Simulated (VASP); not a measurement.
OSZICAR of a VASP run on MoSi2 (MoSi2 type):

OSZICAR:
```
       N       E                     dE             d eps       ncg     rms          rms(c)
DAV:   1     0.127399230347E+03    0.12740E+03   -0.11221E+04  7320   0.136E+03
DAV:   2    -0.232450061129E+02   -0.15064E+03   -0.14870E+03  8706   0.349E+02
DAV:   3    -0.266374957951E+02   -0.33925E+01   -0.33251E+01  9651   0.474E+01
DAV:   4    -0.266557004645E+02   -0.18205E-01   -0.18198E-01  8440   0.396E+00
DAV:   5    -0.266558429604E+02   -0.14250E-03   -0.14249E-03  9875   0.343E-01    0.257E+01
DAV:   6    -0.259175502557E+02    0.73829E+00   -0.59752E+00  8734   0.188E+01    0.579E+00
DAV:   7    -0.258088668902E+02    0.10868E+00   -0.78469E-01  8496   0.643E+00    0.527E+00
DAV:   8    -0.257727503722E+02    0.36117E-01   -0.10241E-01  8944   0.279E+00    0.372E-01
DAV:   9    -0.257720107215E+02    0.73965E-03   -0.18474E-03  8832   0.396E-01    0.199E-01
DAV:  10    -0.257719096355E+02    0.10109E-03   -0.47446E-04  8902   0.211E-01    0.582E-02
DAV:  11    -0.257719023485E+02    0.72870E-05   -0.89758E-05  9203   0.800E-02    0.154E-02
DAV:  12    -0.257719010632E+02    0.12854E-05   -0.97568E-06  8772   0.222E-02    0.515E-03
DAV:  13    -0.257719009767E+02    0.86502E-07   -0.44607E-07  4360   0.696E-03
   1 F= -.23416041E+02 E0= -.23415970E+02  d E =-.234160E+02
       N       E                     dE             d eps       ncg     rms          rms(c)
DAV:   1    -0.257707822477E+02    0.11188E-02   -0.28376E-02  7859   0.175E+00    0.212E-01
DAV:   2    -0.257702178451E+02    0.56440E-03   -0.17564E-03  9203   0.390E-01    0.788E-02
DAV:   3    -0.257701021687E+02    0.11568E-03   -0.22253E-04  8804   0.117E-01    0.345E-02
DAV:   4    -0.257700772818E+02    0.24887E-04   -0.77564E-05  9112   0.802E-02    0.255E-02
DAV:   5    -0.257700770264E+02    0.25540E-06   -0.31282E-06  7852   0.150E-02
   2 F= -.23416236E+02 E0= -.23416195E+02  d E =-.195201E-03
```

Question: Which electronic solver shows in the log?

Answer: It is blocked Davidson (ALGO = Normal, or the opening steps of other solvers). The INCAR had ALGO = Normal.

Question: Can the final energy be trusted as converged?

Answer: Self-consistency was reached. It stopped with EDIFF = 1E-6, NELM = 100, NSW = 40 and EDIFFG = -0.02 after 2 ionic steps (LDA (Ceperley-Alder, Perdew-Zunger), plane waves, VASP's LDA PAW potentials (set 64)).

The compound is MoSi2 in the MoSi2 type structure. This run relaxes it under an external pressure of 10 GPa. Symmetry was kept, so distortions that lower it aren't found.
